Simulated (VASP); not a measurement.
Consider the following.

```
CELL_PARAMETERS angstrom
     -1.94610     1.94610     1.06182
      1.94610    -1.94610     1.06182
      1.94610     1.94610    -1.06182
ATOMIC_POSITIONS crystal
  Be 0.75000 0.25000 0.50000
  Be 0.00000 0.00000 0.00000
```

Computed with PBE GGA, VASP's PBE PAW potentials (set 64) (plane waves; VASP). Run with 300 eV cut-off, 12×12×12 Γ-centred mesh, Fermi-Dirac smearing of 0.10 eV, potentials Be.

At this cut-off the stress carries a Pulay error, which pulls relaxed volumes low.

Question: What does the run give for the energy per atom (σ→0), pressure, band gap (on the k-mesh) with the smallest direct gap where there is one?

Answer: 
| Property | Value |
|---|---|
| band gap (on the k-mesh) | none (metal, semimetal or under 0.01 eV) |
| energy per atom (σ→0) | -2.952 eV/atom |
| pressure | 15.01 GPa |

The structure was generated: Be was put into an ordered model structure, which need not be its known phase. The cell was not relaxed at this level.
